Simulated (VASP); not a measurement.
Given:

```xyz
2
Lattice="2.8596 0.0000 0.0000 0.0000 2.8596 0.0000 0.0000 0.0000 2.8596" Properties=species:S:1:pos:R:3 pbc="T T T"
Al     1.4298     1.4298     1.4298
Ni     0.0000     0.0000     0.0000
```

Calculation: revTPSS meta-GGA, VASP's PBE PAW potentials (set 64) (plane waves; VASP 6.6.1). Numerical set-up: 520 eV cut-off, 13×13×13 Γ-centred mesh, first-order Methfessel-Paxton smearing of 0.10 eV, potentials Al Ni.

### Question
Give the energy at these volumes per atom, relative to the lowest: 11.01, 11.36, 11.71, 12.07, 12.42 Å³.

### Answer
24.2, 5.3, 0.0, 6.2, 22.3 meV/atom. A third-order Birch-Murnaghan fit gives B0 = 177 GPa and B0′ = 4.3.

Measured: bulk modulus 156 GPa (computed value off by +13.2 %), as given by Yamada et al., (2019), arXiv:1910.09660; a 2.882 Å at 0 K (computed value off by -0.8 %), as given by H. Levämäki et al., Physical Review B (2014), arXiv:1402.3671 [extrapolated to 0 K, zero-point anharmonic expansion removed (Haas, Tran, Blaha 2009)]. The calculation is for a static lattice, while the measured bulk modulus holds thermal and zero-point effects, which are part of the difference.

The compound is NiAl in the CsCl type structure. It was relaxed first. The run is not spin-polarised, so no magnetic state was tried.
